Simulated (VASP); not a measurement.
Given:

```
CELL_PARAMETERS angstrom
      2.11560    -3.66433     0.00000
      2.11560     3.66433     0.00000
      0.00000     0.00000     5.17794
ATOMIC_POSITIONS crystal
  Se 0.00000 0.23783 0.66667
  Se 0.76217 0.76217 0.00000
  Se 0.23783 0.00000 0.33333
```

Method: PBE GGA with D3 dispersion (zero damping), VASP's PBE PAW potentials (set 64) (plane waves; VASP). Run with 520 eV cut-off, 6×6×5 Γ-centred mesh, Gaussian smearing of 0.050 eV, potentials Se.

Question: The ions and cell shape at fixed volume are relaxed. Predict the relaxed structure.

Answer: 
```
CELL_PARAMETERS angstrom
      2.12942    -3.68827     0.00000
      2.12942     3.68827     0.00000
      0.00000     0.00000     5.11095
ATOMIC_POSITIONS crystal
  Se 0.00000 0.23346 0.66667
  Se 0.76654 0.76654 0.00000
  Se 0.23346 0.00000 0.33333
```
Space group P3_121 (152), at a tolerance of 0.03 Å.

Question: How much energy does the relaxation gain?

Answer: The energy (σ→0) changes by -3.3 meV/atom, in 6 ionic steps.

The compound is Se in the trig structure. This cell is one point of a volume scan, at 1.03 of the reference volume. Symmetry was kept, so distortions that lower it aren't found.
